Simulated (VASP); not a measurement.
The system is LaPRuO.

```
La P Ru O
1.0
     4.04800    0.00000    0.00000
     0.00000    4.04800    0.00000
     0.00000    0.00000    8.41000
La P Ru O
2 2 2 2
Direct
  0.00000 0.50000 0.84906
  0.50000 0.00000 0.15094
  0.50000 0.00000 0.64705
  0.00000 0.50000 0.35295
  0.00000 0.00000 0.50000
  0.50000 0.50000 0.50000
  0.50000 0.50000 0.00000
  0.00000 0.00000 0.00000
```

The cell was built by a generator and needn't be a form met in nature.

* Program: VASP 6.6.1
* Task: relaxation of cell and atoms
* Functional: PBEsol
* Potentials or basis: VASP PAW PBE potentials, release 64 (La, P, Ru_pv, O)
* Cutoff: 600 eV
* k mesh: 8 × 8 × 4
* Occupations: gaussian, width 0.03 eV
* Spin: no spin polarisation

At the start: pressure -6.3 GPa; volume 17.23 Å³/atom.

Task: Where does the relaxation end?

Result: Over 13 steps the energy falls by 26.9 meV/atom and the volume is 16.85 Å³/atom (-2.2 %); space group P4/nmm (No. 129, to 0.05 Å).

The path:
| step | energy change (eV) | largest force (eV/Å) | pressure (GPa) | volume (Å³) |
| --- | --- | --- | --- | --- |
| 1 | 0.0000 | 1.3192 | -6.34 | 137.81 |
| 2 | 0.2474 | 1.3110 | 15.28 | 124.66 |
| 3 | -0.1730 | 0.5226 | 0.95 | 132.40 |
| 4 | -0.1731 | 0.5047 | 1.11 | 132.29 |
| 5 | -0.2050 | 0.3096 | 0.51 | 133.60 |
| 6 | -0.2117 | 0.2140 | -0.15 | 135.19 |
| 7 | -0.2137 | 0.1325 | 0.05 | 134.69 |
| 8 | -0.2137 | 0.1259 | 0.07 | 134.65 |
| 9 | -0.2151 | 0.0292 | -0.15 | 134.85 |
| 10 | -0.2152 | 0.0232 | -0.14 | 134.87 |
| 11 | -0.2152 | 0.0325 | 0.28 | 134.61 |
| 12 | -0.2153 | 0.0051 | 0.06 | 134.74 |
| 13 | -0.2154 | 0.0028 | 0.03 | 134.81 |

Final structure:
```yaml
crystal:
  lattice:
    - [4.01872, 0.00000, 0.00000]
    - [0.00000, 4.01872, 0.00000]
    - [0.00000, 0.00000, 8.34727]
  atoms:
    - { symbol: La, position: [0.00000, 0.50000, 0.85404] }
    - { symbol: La, position: [0.50000, 0.00000, 0.14596] }
    - { symbol: P, position: [0.50000, 0.00000, 0.63796] }
    - { symbol: P, position: [0.00000, 0.50000, 0.36204] }
    - { symbol: Ru, position: [0.00000, 0.00000, 0.50000] }
    - { symbol: Ru, position: [0.50000, 0.50000, 0.50000] }
    - { symbol: O, position: [0.50000, 0.50000, 0.00000] }
    - { symbol: O, position: [0.00000, 0.00000, 0.00000] }
```

Caveat: the PAW data sets were made with another functional, which shifts forces and pressure a little.
